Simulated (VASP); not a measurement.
# RPA total energies of SiC (Moissanite 3C), part 2 of 2

How do cheaper functionals compare with the RPA for SiC (Moissanite 3C), and at what cost? The scan starts from a database cell, scaled to the smallest volume of the series. The cell is of the zinc-blende type, one of the forms listed for this formula. The start is a cell from a database of measured crystal structures.

VASP 6.6.1, plane waves and PAW; the level of theory is named at each step.

So far. Step 25 (Empty bands, volume ratio 1.03): WAVECAR now holds 648 bands for 8 electrons. Step 26 (RPA correlation, volume ratio 1.03): Extrapolated by the program to an infinite response cutoff, the correlation energy is -6.5422 eV an atom, -6 meV against the point before. With exact exchange the total is -19.1037 eV an atom.

## (27) Comparison: r2SCAN, volume ratio 1.03

This step: r2SCAN; plane waves and PAW (Si_GW, C_GW) (VASP 6.6.1).

Input file INCAR:

```
SYSTEM = SiC
PREC = Accurate
ENCUT = 560
EDIFF = 1E-06
NELM = 100
ISMEAR = 0
SIGMA = 0.05
LREAL = .FALSE.
ALGO = Normal
METAGGA = R2SCAN
LASPH = .TRUE.
NBANDS = 10
LWAVE = .FALSE.
LCHARG = .FALSE.
KPAR = 8
```

Input file POSCAR:

```
SiC
1.0
    0.0000000000      2.2005756606      2.2005756606
    2.2005756606      0.0000000000      2.2005756606
    2.2005756606      2.2005756606      0.0000000000
Si C
1 1
Direct
    0.0000000000      0.0000000000      0.0000000000
    0.7500000000      0.7500000000      0.7500000000
```

Input file KPOINTS:

```
Automatic mesh
0
Gamma
6 6 6
0 0 0
```

PAW data sets: Si_GW and C_GW (PBE family, release 64).

Started as:

```console
> mpirun -np 8 vasp_std
```

Elapsed: 6.8 s, on 8 MPI ranks of Intel Xeon Platinum 8124M at 3.00GHz (Skylake/Cascade Lake), shared host; peak memory 1.1 GiB; 40 s of CPU time.

Its energy is -9.6572 eV an atom, on a zero of its own.

## (28) Orbitals for comparison: HSE06, volume ratio 1.03

This step: PBE; plane waves and PAW (Si_GW, C_GW) (VASP 6.6.1).

Input file INCAR:

```
SYSTEM = SiC
PREC = Accurate
ENCUT = 560
EDIFF = 1E-05
NELM = 100
ISMEAR = 0
SIGMA = 0.05
LREAL = .FALSE.
ALGO = Normal
GGA = PE
NBANDS = 10
LORBIT = 11
LWAVE = .TRUE.
LCHARG = .FALSE.
KPAR = 8
```

POSCAR is that of step 27.

KPOINTS is that of step 27.

Started as:

```console
> mpirun -np 8 vasp_std
```

The job ended after 2 s (8 MPI ranks; peak memory 1.1 GiB; 9.4 s of CPU time).

The run ends at a pressure of -2.91 GPa.

## (29) Comparison: HSE06, volume ratio 1.03

This step: HSE06; plane waves and PAW (Si_GW, C_GW) (VASP 6.6.1).

Input file INCAR:

```
SYSTEM = SiC
PREC = Accurate
ENCUT = 560
EDIFF = 1E-06
NELM = 100
ISMEAR = 0
SIGMA = 0.05
LREAL = .FALSE.
ALGO = Normal
LHFCALC = .TRUE.
AEXX = 0.25
GGA = PE
HFSCREEN = 0.2
LASPH = .TRUE.
NBANDS = 10
PRECFOCK = Fast
LWAVE = .FALSE.
LCHARG = .FALSE.
KPAR = 8
```

POSCAR is that of step 28.

KPOINTS is that of step 28.

The run starts from files that an earlier step left in the folder.

Started as:

```console
> mpirun -np 8 vasp_std
```

It took 28 s on 8 MPI ranks; peak memory 1.8 GiB.

Its energy is -8.7086 eV an atom, on a zero of its own.

## (30) Orbitals, volume ratio 1.06

This step: PBE; plane waves and PAW (Si_GW, C_GW) (VASP 6.6.1).

The same chain follows at a volume ratio of 1.06.

Input file INCAR:

```
SYSTEM = SiC
PREC = Accurate
ENCUT = 560
EDIFF = 1E-08
NELM = 100
ISMEAR = 0
SIGMA = 0.05
LREAL = .FALSE.
ALGO = Normal
GGA = PE
NBANDS = 10
LORBIT = 11
LWAVE = .TRUE.
LCHARG = .FALSE.
KPAR = 8
```

Input file POSCAR:

```
SiC
1.0
    0.0000000000      2.2217363401      2.2217363401
    2.2217363401      0.0000000000      2.2217363401
    2.2217363401      2.2217363401      0.0000000000
Si C
1 1
Direct
    0.0000000000      0.0000000000      0.0000000000
    0.7500000000      0.7500000000      0.7500000000
```

KPOINTS is that of step 29.

Started as:

```console
> mpirun -np 8 vasp_std
```

It took 2.8 s on 8 MPI ranks; peak memory 1.1 GiB.

The run ends at a pressure of -8.40 GPa.

## (31) Exact exchange, volume ratio 1.06

This step: Hartree-Fock energy on PBE orbitals; plane waves and PAW (Si_GW, C_GW) (VASP 6.6.1).

Input file INCAR:

```
SYSTEM = SiC
PREC = Accurate
ENCUT = 560
ISMEAR = 0
SIGMA = 0.05
LREAL = .FALSE.
GGA = PE
NBANDS = 10
ALGO = Eigenval
NELM = 1
LHFCALC = .TRUE.
AEXX = 1
ALDAC = 0
AGGAC = 0
PRECFOCK = Normal
LWAVE = .FALSE.
LCHARG = .FALSE.
```

POSCAR is that of step 30.

KPOINTS is that of step 30.

The run starts from files that an earlier step left in the folder.

Started as:

```console
> mpirun -np 8 vasp_std
```

Wall time 32 s (8 MPI ranks); peak memory 0.86 GiB.

The Hartree-Fock energy on these orbitals is -12.5400 eV an atom.

## (32) Empty bands, volume ratio 1.06

This step: PBE; plane waves and PAW (Si_GW, C_GW) (VASP 6.6.1).

Input file INCAR:

```
SYSTEM = SiC
PREC = Accurate
ENCUT = 560
ISMEAR = 0
SIGMA = 0.05
LREAL = .FALSE.
GGA = PE
NBANDS = 680
ALGO = Exact
NELM = 1
LWAVE = .TRUE.
LCHARG = .FALSE.
LOPTICS = .TRUE.
NEDOS = 1000
CSHIFT = 0.1
```

POSCAR is that of step 31.

KPOINTS is that of step 31.

Started as:

```console
> mpirun -np 8 vasp_std
```

Wall time 5.8 s (8 MPI ranks); peak memory 1.1 GiB.

WAVECAR now holds 680 bands for 8 electrons.

## (33) RPA correlation, volume ratio 1.06

This step: RPA correlation on PBE orbitals; plane waves and PAW (Si_GW, C_GW) (VASP 6.6.1).

Input file INCAR:

```
SYSTEM = SiC
PREC = Accurate
ENCUT = 560
ISMEAR = 0
SIGMA = 0.05
LREAL = .FALSE.
GGA = PE
NBANDS = 680
ALGO = ACFDT
ENCUTGW = 200
NOMEGA = 12
PRECFOCK = Fast
LWAVE = .FALSE.
LCHARG = .FALSE.
```

POSCAR is that of step 32.

KPOINTS is that of step 32.

Started as:

```console
> mpirun -np 8 vasp_std
```

Run time: 2.3 min. Hardware: 8 MPI ranks; peak memory 2.9 GiB; 15 min of CPU time.

Extrapolated by the program to an infinite response cutoff, the correlation energy is -6.5492 eV an atom, -7 meV against the point before. With exact exchange the total is -19.0893 eV an atom.

## (34) Comparison: r2SCAN, volume ratio 1.06

This step: r2SCAN; plane waves and PAW (Si_GW, C_GW) (VASP 6.6.1).

Input file INCAR:

```
SYSTEM = SiC
PREC = Accurate
ENCUT = 560
EDIFF = 1E-06
NELM = 100
ISMEAR = 0
SIGMA = 0.05
LREAL = .FALSE.
ALGO = Normal
METAGGA = R2SCAN
LASPH = .TRUE.
NBANDS = 10
LWAVE = .FALSE.
LCHARG = .FALSE.
KPAR = 8
```

POSCAR is that of step 33.

KPOINTS is that of step 33.

Started as:

```console
> mpirun -np 8 vasp_std
```

It took 6.6 s on 8 MPI ranks; peak memory 1.1 GiB; 45 s of CPU time.

Its energy is -9.6388 eV an atom, on a zero of its own.

## (35) Orbitals for comparison: HSE06, volume ratio 1.06

This step: PBE; plane waves and PAW (Si_GW, C_GW) (VASP 6.6.1).

Input file INCAR:

```
SYSTEM = SiC
PREC = Accurate
ENCUT = 560
EDIFF = 1E-05
NELM = 100
ISMEAR = 0
SIGMA = 0.05
LREAL = .FALSE.
ALGO = Normal
GGA = PE
NBANDS = 10
LORBIT = 11
LWAVE = .TRUE.
LCHARG = .FALSE.
KPAR = 8
```

POSCAR is that of step 34.

KPOINTS is that of step 34.

Started as:

```console
> mpirun -np 8 vasp_std
```

It took 1.8 s on 8 MPI ranks; peak memory 1.1 GiB; 9.5 s of CPU time.

The run ends at a pressure of -8.38 GPa.

## (36) Comparison: HSE06, volume ratio 1.06

This step: HSE06; plane waves and PAW (Si_GW, C_GW) (VASP 6.6.1).

Input file INCAR:

```
SYSTEM = SiC
PREC = Accurate
ENCUT = 560
EDIFF = 1E-06
NELM = 100
ISMEAR = 0
SIGMA = 0.05
LREAL = .FALSE.
ALGO = Normal
LHFCALC = .TRUE.
AEXX = 0.25
GGA = PE
HFSCREEN = 0.2
LASPH = .TRUE.
NBANDS = 10
PRECFOCK = Fast
LWAVE = .FALSE.
LCHARG = .FALSE.
KPAR = 8
```

POSCAR is that of step 35.

KPOINTS is that of step 35.

The run starts from files that an earlier step left in the folder.

Started as:

```console
> mpirun -np 8 vasp_std
```

Run time: 23 s. Hardware: 8 MPI ranks; peak memory 1.8 GiB; 3 min of CPU time.

Its energy is -8.6880 eV an atom, on a zero of its own.

## (37) Summary

This step: exact exchange and RPA correlation on PBE orbitals, beside r2SCAN, beside HSE06; plane waves and PAW (VASP 6.6.1).

Derived from the runs above.

This step gave:

* equilibrium volume, EXX+RPA: 10.43 Å³/atom
* bulk modulus: 222.0 GPa

Table of energy above the lowest point by volume; values in meV/atom:

```csv
volume (Å³/atom),PBE,EXX,EXX+RPA,r2SCAN,HSE06
9.725,42.8,28.2,36.5,27.3,23.4
10.036,14.0,5.76,10.5,6.04,4.05
10.346,0.415,0,0,0,0
10.656,0,8.76,2.86,7.09,9.17
10.967,11.0,30.2,17.2,25.5,29.8
```

Cost is wall time times ranks on a shared host; the EXX and RPA rows hold the orbitals run too, the hybrid row not its starting run, and runs of a few seconds are mostly start-up. Fits of the equation of state:

```
  level  V0 (Å³/atom)  B0 (GPa)  fit error (meV/atom)  minimum inside the series  cost a point (core minutes)
    PBE         10.51       213               6.59e-4                        yes                         0.28
    EXX         10.31     252.8               3.45e-4                        yes                         3.53
EXX+RPA         10.43       222              0.006379                        yes                        18.24
 r2SCAN         10.33     227.2               4.63e-4                        yes                          0.8
  HSE06         10.28     232.9               6.22e-4                        yes                         3.33
```

## (38) Outcome

| Quantity | Value |
| --- | --- |
| PBE | V0 10.51 Å³/atom, B0 213 GPa |
| EXX | V0 10.31 Å³/atom, B0 253 GPa |
| EXX+RPA | V0 10.43 Å³/atom, B0 222 GPa |
| r2SCAN | V0 10.33 Å³/atom, B0 227 GPa |
| HSE06 | V0 10.28 Å³/atom, B0 233 GPa |

What this shows: Exact exchange with RPA correlation puts the minimum at 10.43 Å³ an atom, with a bulk modulus of 222 GPa. PBE puts the volume 0.78 % above EXX+RPA, at roughly 1/65 of its cost. r2SCAN puts the volume 0.98 % below EXX+RPA, at roughly 1/23 of its cost. HSE06 puts the volume 1.4 % below EXX+RPA, at roughly 1/5 of its cost. Correlation widens the exact-exchange volume by 1.2 %. Mesh, ENCUT and response cutoff weren't varied, and the extrapolation in the response cutoff changes with the volume, so small differences in volume between the levels aren't resolved. Exact exchange and correlation are taken on one coarse mesh and aren't self-consistent; the correlation energy is extrapolated in the response cutoff by the program, which at the first volume adds -427 meV an atom to the value at the highest cutoff and varies with the volume; a small fit error says nothing about that part. NBANDS follows the largest plane-wave count of any k point, which rises in steps with the volume. The cheaper functionals share the mesh, and the fits are third-order Birch-Murnaghan curves. Not tabulated here, as repeats of values shown or as unfit to read for their mesh, reference level or band range: eps2 curves (empty bands); eps1 curves and static values (empty bands); gaps (empty bands).

[Lines on the potential files, build, host, timing and source positions are cut from VASP's logs without a mark.]

[Logs are printed without paths, hosts, clocks, repeated set-up lines and the standing remarks that a program may print on its own settings, such as how far it seeks lower states.]

[Hosts, paths, dates, database ids (printed as entryN), source tags and the programs' standing remarks are cut or masked in the printed files.]

[Pressures printed for these runs are not shown converged in the cutoff: they can be off by several GPa and have the wrong sign.]
